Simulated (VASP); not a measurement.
Method: PBE GGA, VASP's PBE PAW potentials (set 64) (plane waves; VASP).

Input for VASP

File POSCAR:
```
Zn
1
    1.3566000000    -2.3497010000     0.0000000000
    1.3566000000     2.3497010000     0.0000000000
    0.0000000000     0.0000000000     5.0490000000
Zn
2
Direct
  0.3333330000   0.6666670000   0.2500000000
  0.6666670000   0.3333330000   0.7500000000
```

### INCAR
```
SYSTEM = Zn
PREC = Accurate; ENCUT = 400; LREAL = .FALSE.
LASPH = .TRUE.
EDIFF = 1E-6; NELM = 100; ALGO = All
LMAXMIX = 4
ISMEAR = 1; SIGMA = 0.1
GGA = PE
ISIF = 2
LWAVE = .FALSE.; LCHARG = .FALSE.
```

KPOINTS:
```
Automatic mesh
0
Gamma
14 14 7
0 0 0
```

POTCAR, in this order: Zn (PBE.64 set). Program: vasp_std.

The run wrote:

OSZICAR:
```
       N       E                     dE             d eps       ncg     rms           ort
DAV:   1     0.864672866043E+02    0.86467E+02   -0.11454E+04  1536   0.213E+03
DAV:   2    -0.110226822535E-01   -0.86478E+02   -0.85472E+02  1536   0.275E+02
DAV:   3    -0.235774429425E+01   -0.23467E+01   -0.23438E+01  1536   0.566E+01
DAV:   4    -0.236407984002E+01   -0.63355E-02   -0.63353E-02  1536   0.305E+00
DAV:   5    -0.236409029180E+01   -0.10452E-04   -0.10452E-04  1536   0.997E-02
SDA:   6    -0.185870533192E+01    0.50538E+00   -0.10452E-04  1536   0.244E+01   0.000E+00
CGA:   7    -0.215751622270E+01   -0.29881E+00   -0.30218E+00  1536   0.365E-01  -0.590E-02
CGA:   8    -0.218146221847E+01   -0.23946E-01   -0.23103E-01  1536   0.290E-02   0.223E-02
CGA:   9    -0.218291490223E+01   -0.14527E-02   -0.14441E-02  1536   0.470E-03   0.367E-04
CGA:  10    -0.218302201509E+01   -0.10711E-03   -0.10698E-03  1536   0.119E-03  -0.412E-05
CGA:  11    -0.218305672873E+01   -0.34714E-04   -0.34594E-04  1536   0.464E-05   0.331E-05
CGA:  12    -0.218305885531E+01   -0.21266E-05   -0.19988E-05  1536   0.401E-06   0.802E-06
CGA:  13    -0.218305900812E+01   -0.15281E-06   -0.15150E-06  1536   0.184E-06   0.269E-07
   1 F= -.21830590E+01 E0= -.21827987E+01  d E =-.780954E-03
```

**OUTCAR**
```
------------------------ aborting loop because EDIFF is reached ----------------------------------------
  FORCE on cell =-STRESS in cart. coord.  units (eV):
  Direction    XX          YY          ZZ          XY          YZ          ZX
  --------------------------------------------------------------------------------------
  Total       -0.8479900     -0.8479907     -0.7539062      0.0000000     -0.0000000     -0.0000000
  in kB      -42.2086590    -42.2086904    -37.5256392      0.0000000     -0.0000000     -0.0000000
  external PRESSURE =     -40.6476628 kB  Pullay stress =       0.0000000 kB
  volume of cell :       32.19
      direct lattice vectors                 reciprocal lattice vectors
     1.356600000 -2.349701000  0.000000000     0.368568480 -0.212793032  0.000000000
     1.356600000  2.349701000  0.000000000     0.368568480  0.212793032  0.000000000
     0.000000000  0.000000000  5.049000000     0.000000000  0.000000000  0.198059022
 POSITION                                       TOTAL-FORCE (eV/Angst)
 -----------------------------------------------------------------------------------
      1.35660      0.78324      1.26225        -0.000000     -0.000000      0.000000
      1.35660     -0.78324      3.78675         0.000000      0.000000      0.000000
 -----------------------------------------------------------------------------------
    total drift:                                0.000000      0.000081      0.000003
  FREE ENERGIE OF THE ION-ELECTRON SYSTEM (eV)
  ---------------------------------------------------
  free  energy   TOTEN  =        -2.1830590081 eV

  energy  without entropy=       -2.1822780539  energy(sigma->0) =       -2.18279869
```
(Selected blocks of OUTCAR.)

### OUTCAR
```
 val. band max:        2.7021945906   @ k =   0.3571   0.1429   0.1429

 cond. band min:       2.7063398452   @ k =   0.2857   0.1429   0.0000


 Fermi energy:         2.7044863811

 k-point     1 :       0.0000    0.0000    0.0000
  band No.  band energies     occupation
      1      -7.2422      2.00000
      2      -5.6426      2.00000
      3      -5.0314      2.00000
      4      -4.8208      2.00000
      5      -4.8208      2.00000
      6      -4.7766      2.00000
      7      -4.7766      2.00000
      8      -4.4816      2.00000
      9      -4.4816      2.00000
     10      -4.2968      2.00000
     11      -4.2968      2.00000
     12      -0.6450      2.00000
     13      -0.3853      2.00000
     14      15.7519      0.00000
     15      19.3404      0.00000
     16      19.4569      0.00000

 k-point     2 :       0.0714    0.0000    0.0000
  band No.  band energies     occupation
      1      -7.0965      2.00000
      2      -5.5833      2.00000
      3      -5.0176      2.00000
      4      -4.8337      2.00000
      5      -4.7908      2.00000
      6      -4.7887      2.00000
      7      -4.7462      2.00000
      8      -4.5103      2.00000
      9      -4.4939      2.00000
     10      -4.3664      2.00000
     11      -4.2955      2.00000
     12      -0.4255      2.00000
     13      -0.3044      2.00000
     14      15.9027      0.00000
     15      17.1328      0.00000
     16      18.2651      0.00000

 k-point     3 :       0.1429    0.0000    0.0000
  band No.  band energies     occupation
      1      -6.6697      2.00000
      2      -5.4344      2.00000
      3      -4.9919      2.00000
      4      -4.8596      2.00000
      5      -4.8024      2.00000
      6      -4.6971      2.00000
      7      -4.6596      2.00000
      8      -4.6243      2.00000
      9      -4.5265      2.00000
     10      -4.4940      2.00000
     11      -4.2938      2.00000
     12      -0.0445      2.00000
     13       0.1837      2.00000
...
```

The all-band solver leaves the empty bands unoptimised.

The compound is Zn in the hcp structure. The cell was not relaxed at this level. The run is one of a series of settings (ALGO = All against the base run), some of them coarse on purpose.
